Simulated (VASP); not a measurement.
All values below come from PBEsol GGA, VASP's PBE PAW potentials (set 64) (plane waves; VASP).

VASP ran on this input.

**KPOINTS**
```
Automatic mesh
0
Gamma
4 4 4
0.5 0.5 0.5
```

POSCAR:
```
Mg
1
    3.1720200000     0.0000000000     0.0000000000
   -1.5860100000     2.7470500000     0.0000000000
    0.0000000000     0.0000000000     5.1412000000
Mg
2
Direct
  0.3401290000   0.6713730000   0.2486100000
  0.6598710000   0.3286270000   0.7513900000
```

**INCAR**
```
ALGO  =  Normal
EDIFF  =  1E-6
ENCUT  =  150
GGA  =  PS
ISIF  =  2
ISMEAR  =  1
LASPH  =  .TRUE.
LCHARG  =  .FALSE.
LREAL  =  .FALSE.
LWAVE  =  .FALSE.
NELM  =  100
PREC  =  Accurate
SIGMA  =  0.1
SYSTEM  =  Mg
```

POTCAR, in this order: Mg (PBE.64 set). Program: vasp_std.

Task: Estimate the energy per atom (σ→0).

Result: 
- energy per atom (σ→0) = -1.713 eV/atom

File OSZICAR:
```
...
DAV:   3    -0.344622683280E+01   -0.45493E-02   -0.45444E-02  1428   0.118E+00
DAV:   4    -0.344623162642E+01   -0.47936E-05   -0.47933E-05  1716   0.288E-02
DAV:   5    -0.344623162935E+01   -0.29227E-08   -0.30624E-08  1398   0.424E-04    0.984E-01
DAV:   6    -0.343608033184E+01    0.10151E-01   -0.54624E-04  1428   0.118E-01    0.627E-01
DAV:   7    -0.342631249914E+01    0.97678E-02   -0.20982E-03  1338   0.251E-01    0.315E-02
DAV:   8    -0.342631097097E+01    0.15282E-05   -0.57732E-05  1638   0.369E-02    0.104E-02
DAV:   9    -0.342631002126E+01    0.94970E-06   -0.27869E-06  1392   0.105E-02
   1 F= -.34263100E+01 E0= -.34264317E+01  d E =0.364906E-03
```

The structure comes from a computed database's Mg entry; how it stands against other phases isn't given here. The cell was not relaxed at this level, atoms are displaced from their ideal sites. The k-mesh is coarse (spacing up to 0.57 per Å, 2π included), so the numbers may not be converged in it. The run is one of a series of settings (ENCUT = 150, KPOINTS 4×4×4 Γ-centred mesh shifted by (0.5, 0.5, 0.5) against the base run), some of them coarse on purpose.
